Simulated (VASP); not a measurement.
Given:

```
CELL_PARAMETERS angstrom
      0.00000     4.08293     4.08293
      4.08293     0.00000     4.08293
      4.08293     4.08293     0.00000
ATOMIC_POSITIONS crystal
  Cs 0.00000 0.00000 0.00000
  Br 0.25000 0.25000 0.25000
```

Level of theory: r2SCAN meta-GGA, VASP's PBE PAW potentials (set 64) (plane waves; VASP). Numerical set-up: 400 eV cut-off, 6×6×6 Γ-centred mesh, tetrahedra with Blöchl corrections, potentials Cs_sv Br.

Unless said otherwise, spin-orbit coupling is left out, though it shifts the bands of the heavy elements here.

Question: Give the energies of bands 3 to 11 at the high-symmetry points, in eV from the valence-band maximum.

Answer: 
```csv
band,Γ,X,U,L,W
3,-6.55,-6.61,-6.63,-6.57,-6.63
4,-6.55,-6.61,-6.60,-6.57,-6.61
5,-6.55,-6.49,-6.48,-6.55,-6.47
6,-0.19,-0.35,-0.28,-0.20,-0.25
7,-0.19,0.00,-0.05,-0.11,-0.10
8,-0.19,0.00,-0.03,-0.11,0.00
9,4.56,6.08,6.09,6.34,6.10
10,7.79,6.51,6.63,6.76,6.52
11,7.79,8.73,7.93,7.58,8.24
```

The gap is indirect, 4.56 eV, from the valence maximum at W to the conduction minimum at Γ.

The structure was generated: CsBr was put into the zinc blende type (F-43m), which need not be its known phase. It was relaxed first, which changed the volume by -8 %.
